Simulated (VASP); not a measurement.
Given:

```xyz
4
Lattice="3.8117 0.0000 0.0000 0.0000 3.8117 0.0000 0.0000 0.0000 4.8427" Properties=species:S:1:pos:R:3 pbc="T T T"
Sn     1.9058     3.8117     3.6878
Sn     0.0000     1.9058     1.1549
O      1.9058     1.9058     0.0000
O      0.0000     0.0000     0.0000
```

All values below come from AM05 GGA, VASP's PBE PAW potentials (set 64) (plane waves; VASP). Settings: 520 eV cut-off, 7×7×5 Γ-centred mesh, tetrahedra with Blöchl corrections, potentials Sn_d O.

Without a dispersion term in the relaxation, distances and binding between the weakly bound layers, chains or molecules are unreliable, and so is what depends on them.

Question: Predict the energy per atom (σ→0).

Answer: 
```yaml
energy per atom (σ→0): -5.817 eV/atom
```

The compound is SnO in the litharge structure. It was relaxed first.
